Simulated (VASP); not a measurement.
Energy against volume of ZnO (wurtzite). These are r2SCAN+rVV10, VASP's PBE PAW potentials (set 64) (plane waves; VASP 6.6.1) values and carry that method's errors. Settings: 520 eV cut-off, 8×8×5 Γ-centred mesh, Gaussian smearing of 0.050 eV, potentials Zn O.

Shape and ions are relaxed at each volume.

```csv
V (Å³/atom),E (eV/atom)
11.076,-8.78909
11.430,-8.80686
11.783,-8.81240
12.137,-8.80770
```

**Question.** Fit these four points and predict the energy of the run at 12.490 Å³/atom.

**Answer.** A cubic in V^(−2/3), the third-order Birch-Murnaghan form, passes through the four points with V0 = 11.79 Å³/atom and B0 = 154 GPa, and gives -8.7944 eV/atom there. The run gave -8.7944 eV/atom, -0.0 meV/atom from the fit; all five points give B0 = 154 GPa.

The compound is ZnO in the wurtzite structure. It was relaxed first.
